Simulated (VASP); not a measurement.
Level of theory: PBEsol GGA, VASP's PBE PAW potentials (set 64) (plane waves; VASP).

Input for VASP

### KPOINTS
```
K-points
0
G
  7 7 7
```

INCAR:
```
# general
SYSTEM   =  YPd3
PREC     =  Accurate
ENCUT    =  300   # plane-wave cut-off (eV)
LREAL    =  .False.
LASPH    =  .True.   # aspherical one-centre terms

# electronic loop
EDIFF    =  1E-6   # SCF stop (eV)
NELM     =  100   # most electronic steps
ALGO     =  Normal   # blocked Davidson
LMAXMIX  =  4   # l cut-off of mixed one-centre charges

# smearing
ISMEAR   =  -1
SIGMA    =  0.1   # width (eV)

# functional
GGA      =  PS   # PBEsol

# ions
ISIF     =  2   # forces and stress, cell fixed

# output
LWAVE    =  .False.
LCHARG   =  .False.
```

**POSCAR**
```
YPd3
1
    4.0730000000     0.0000000000     0.0000000000
    0.0000000000     4.0730000000     0.0000000000
    0.0000000000     0.0000000000     4.0730000000
Y Pd
1 3
Direct
  0.0000000000   0.0000000000   0.0000000000
  0.0000000000   0.5000000000   0.5000000000
  0.5000000000   0.0000000000   0.5000000000
  0.5000000000   0.5000000000   0.0000000000
```

POTCAR, in this order: Y_sv Pd (PBE.64 set). Program: vasp_std.

Output

### OSZICAR
```
       N       E                     dE             d eps       ncg     rms          rms(c)
DAV:   1     0.175720205069E+03    0.17572E+03   -0.15460E+04   960   0.109E+03
DAV:   2    -0.227225113542E+02   -0.19844E+03   -0.19450E+03  1144   0.290E+02
DAV:   3    -0.291766649174E+02   -0.64542E+01   -0.63340E+01  1288   0.481E+01
DAV:   4    -0.293057026480E+02   -0.12904E+00   -0.12872E+00  1216   0.633E+00
DAV:   5    -0.293091986193E+02   -0.34960E-02   -0.34948E-02  1288   0.870E-01    0.416E+01
DAV:   6    -0.284619730870E+02    0.84723E+00   -0.47290E+00  1032   0.152E+01    0.195E+01
DAV:   7    -0.283378585611E+02    0.12411E+00   -0.25374E+00  1152   0.917E+00    0.145E+01
DAV:   8    -0.282177160602E+02    0.12014E+00   -0.86131E-01  1200   0.625E+00    0.230E+00
DAV:   9    -0.282089094820E+02    0.88066E-02   -0.89113E-02  1072   0.196E+00    0.121E+00
DAV:  10    -0.282086031813E+02    0.30630E-03   -0.42590E-03  1120   0.436E-01    0.183E-01
DAV:  11    -0.282086682432E+02   -0.65062E-04   -0.70648E-04  1128   0.174E-01    0.188E-01
DAV:  12    -0.282086137888E+02    0.54454E-04   -0.28151E-04  1040   0.886E-02    0.263E-02
DAV:  13    -0.282086137988E+02   -0.10018E-07   -0.90723E-06  1112   0.193E-02
   1 F= -.28208614E+02 E0= -.28182042E+02  d E =-.531440E-01
```

OUTCAR:
```
------------------------ aborting loop because EDIFF is reached ----------------------------------------
  FORCE on cell =-STRESS in cart. coord.  units (eV):
  Direction    XX          YY          ZZ          XY          YZ          ZX
  --------------------------------------------------------------------------------------
  Total       -0.8138817     -0.8138817     -0.8138817      0.0000000     -0.0000000      0.0000000
  in kB      -19.2987262    -19.2987262    -19.2987262      0.0000000     -0.0000000      0.0000000
  external PRESSURE =     -19.2987262 kB  Pullay stress =       0.0000000 kB
  volume of cell :       67.57
      direct lattice vectors                 reciprocal lattice vectors
     4.073000000  0.000000000  0.000000000     0.245519273  0.000000000  0.000000000
     0.000000000  4.073000000  0.000000000     0.000000000  0.245519273  0.000000000
     0.000000000  0.000000000  4.073000000     0.000000000  0.000000000  0.245519273
 POSITION                                       TOTAL-FORCE (eV/Angst)
 -----------------------------------------------------------------------------------
      0.00000      0.00000      0.00000         0.000000      0.000000      0.000000
      0.00000      2.03650      2.03650         0.000000      0.000000      0.000000
      2.03650      0.00000      2.03650         0.000000      0.000000      0.000000
      2.03650      2.03650      0.00000         0.000000      0.000000      0.000000
 -----------------------------------------------------------------------------------
    total drift:                                0.000000     -0.000000     -0.000000
  FREE ENERGIE OF THE ION-ELECTRON SYSTEM (eV)
  ---------------------------------------------------
  free  energy   TOTEN  =       -28.2086137988 eV

  energy  without entropy=      -28.1554697986  energy(sigma->0) =      -28.18204180
```
(Selected blocks of OUTCAR.)

**OUTCAR**
```
 val. band max:        7.7954943222   @ k =   0.4286   0.2857   0.2857

 cond. band min:       7.8568132139   @ k =   0.2857   0.2857   0.0000


 Fermi energy:         7.8104245874

 k-point     1 :       0.0000    0.0000    0.0000
  band No.  band energies     occupation
      1     -33.8079      2.00000
      2     -13.8828      2.00000
      3     -13.8828      2.00000
      4     -13.8828      2.00000
      5       1.3731      2.00000
      6       2.9358      2.00000
      7       2.9358      2.00000
      8       3.2394      2.00000
      9       3.3921      2.00000
     10       3.3921      2.00000
     11       3.3921      2.00000
     12       5.4678      2.00000
     13       5.4678      2.00000
     14       5.4678      2.00000
     15       6.7604      1.99994
     16       6.7604      1.99994
     17       7.2663      1.99137
     18       7.7210      1.41967
     19       7.7210      1.41967
     20       7.7210      1.41967
     21      11.2934      0.00000
     22      11.2934      0.00000
     23      11.2934      0.00000
     24      11.4420      0.00000

 k-point     2 :       0.1429    0.0000    0.0000
  band No.  band energies     occupation
      1     -33.8064      2.00000
      2     -13.9114      2.00000
      3     -13.8856      2.00000
      4     -13.8856      2.00000
      5       1.6254      2.00000
      6       3.0761      2.00000
      7       3.1000      2.00000
      8       3.3618      2.00000
      9       3.4728      2.00000
     10       3.5300      2.00000
     11       3.5300      2.00000
     12       5.3604      2.00000
     13       5.5401      2.00000
     14       5.5401      2.00000
     15       6.6374      1.99998
     16       6.7717      1.99994
     17       7.1356      1.99766
     18       7.3213      1.98508
     19       7.3213      1.98508
     20       7.7214      1.41799
     21       9.8133      0.00000
     22      11.1522      0.00000
     23      11.1522      0.00000
     24      11.3021      0.00000
...
```

At this cut-off the stress carries a Pulay error, which pulls relaxed volumes low.

The structure comes from a measured YPd3 entry of the Crystallography Open Database, whose conditions weren't checked. The cell was not relaxed at this level. The electron count is odd and the run is not spin-polarised, which forces a metal.
